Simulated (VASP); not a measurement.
Input:

```yaml
crystal:
  lattice:
    - [1.96888, -3.41020, 0.00000]
    - [1.96888, 3.41020, 0.00000]
    - [0.00000, 0.00000, 6.18397]
  atoms:
    - { symbol: La, position: [0.33333, 0.66667, 0.24727] }
    - { symbol: La, position: [0.66667, 0.33333, 0.75273] }
    - { symbol: O, position: [0.00000, 0.00000, 0.00000] }
    - { symbol: O, position: [0.33333, 0.66667, 0.64578] }
    - { symbol: O, position: [0.66667, 0.33333, 0.35422] }
```

These are PBE GGA, VASP's PBE PAW potentials (set 64) (plane waves; VASP) values and carry that method's errors. Settings: 520 eV cut-off, 6×6×4 Γ-centred mesh, Gaussian smearing of 0.050 eV, potentials La O.

Problem. Estimate the energy per atom (σ→0), band gap (on the k-mesh) with the smallest direct gap where there is one.

Solution. 
| Quantity | Result |
|---|---|
| band gap (on the k-mesh) | 3.86 eV |
| smallest direct gap (on the k-mesh) | 3.97 eV |
| energy per atom (σ→0) | -8.365 eV/atom |

Total energies compare only between runs with the same potentials, cut-off and functional.

The compound is La2O3 in the a-type structure. It was relaxed first.
